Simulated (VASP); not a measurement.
Input:

```
NiSi2
1.0
    0.00000     2.71971     2.71971
    2.71971     0.00000     2.71971
    2.71971     2.71971     0.00000
Si Ni
2 1
Direct
  0.25000   0.25000   0.25000
  0.75000   0.75000   0.75000
  0.00000   0.00000   0.00000
```

The numbers are results of optB86b-vdW, VASP's PBE PAW potentials (set 64) (plane waves; VASP), not measurements. Numerical set-up: 520 eV cut-off, 9×9×9 Γ-centred mesh, first-order Methfessel-Paxton smearing of 0.10 eV, potentials Si Ni.

What does the run give for the energy per atom (σ→0), band gap (on the k-mesh) with the smallest direct gap where there is one?

```
Quantity                                                    Result
------------------------  ----------------------------------------
band gap (on the k-mesh)  none (metal, semimetal or under 0.01 eV)
energy per atom (σ→0)                               -4.174 eV/atom
```

Only differences to runs with the same potentials and settings are physical.

The compound is NiSi2 in the fluorite structure. It was relaxed first. The start is the result of an earlier pass. The run is not spin-polarised, so no magnetic state was tried.
